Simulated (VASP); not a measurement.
Runs of VASP 6.6.1 on Sn. Symmetry: Fd-3m, No. 227, cubic system. The conventional cell has a = 6.537 Å, b = 6.537 Å, c = 6.537 Å, α = 90.00°, β = 90.00°, γ = 90.00°. Sn (site symmetry -43m) has 4 Sn at 2.83 Å as nearest neighbours. This isn't the form of Sn at room conditions, which is tetragonal (white tin).

```csv
task,level,spin,cell,k mesh,cutoff (eV),grid for exact exchange (PRECFOCK),screening parameter,mesh quality,gap on the mesh (eV),pressure (GPa)
relaxation of cell and atoms,PBEsol,off,relaxed,10 × 10 × 10,600,-,-,not flagged,none,0.0
band structure,PBE,off,"Fd-3m, 34.92 Å³/atom",6 × 6 × 6,520,Fast,-,not flagged,-,2.2
band structure,HSE06,"SOC, no magnetisation","Fd-3m, 34.92 Å³/atom",4 × 4 × 4,520,Fast,0.2 1/A,coarse,-,0.8
relaxation of cell and atoms,r2SCAN,off,relaxed,10 × 10 × 10,600,-,-,not flagged,none,0.0
band structure,HSE06,off,"Fd-3m, 34.92 Å³/atom",6 × 6 × 6,520,Fast,0.2 1/A,not flagged,-,(a)
```

Alike in all rows: potentials or basis VASP PAW PBE potentials, release 64 (Sn_d); smearing gaussian 0.03 eV.

Question: Estimate the missing entries.

Answer: (a) 0.4.

Caveats: some runs use coarse meshes; the PAW data sets were made with another functional, which shifts forces and pressure a little (some runs); spin-orbit coupling is left out, which moves the levels of the heavy elements (some runs); the relaxation stopped at its first step, so nothing moved (some runs).

A k mesh can miss the band edges, and rows without SOC leave out spin-orbit coupling on Sn.

A gap of «none» marks a metal or a gap under the smearing width.
